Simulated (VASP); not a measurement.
PbS (relaxed from the zinc blende structure, space group F-43m): computed properties

Method: PBE GGA, VASP's PBE PAW potentials (set 64) (plane waves; VASP 6.6.1).

| Item | Value |
|---|---|
| space group | F-43m (216) |
| cell | a = b = c = 6.644 Å, α = β = γ = 90.00° |
| volume per atom | 36.66 Å³/atom |
| band gap (over mesh and band path) | 0.84 eV |
| smallest direct gap (over mesh and band path) | 1.29 eV |
| band-edge character | indirect, W to X |
| density | 5.42 g/cm³ |

```cif
data_PbS
_chemical_formula_sum 'Pb1 S1'
_space_group_name_H-M_alt 'P 1'
_space_group_IT_number 1
_cell_length_a 4.69796
_cell_length_b 4.69796
_cell_length_c 4.69796
_cell_angle_alpha 60.000
_cell_angle_beta 60.000
_cell_angle_gamma 60.000
loop_
_space_group_symop_operation_xyz
  'x, y, z'
loop_
_atom_site_label
_atom_site_type_symbol
_atom_site_fract_x
_atom_site_fract_y
_atom_site_fract_z
_atom_site_occupancy
Pb1 Pb 0.00000 0.00000 0.00000 1
S1 S 0.25000 0.25000 0.25000 1
```

Unless said otherwise, spin-orbit coupling is left out, though it shifts the bands of the heavy elements here.

The structure was generated: PbS was put into the zinc blende type (F-43m), which need not be its known phase. It was relaxed first, which changed the volume by +51 %. Symmetry was kept, so distortions that lower it aren't found.
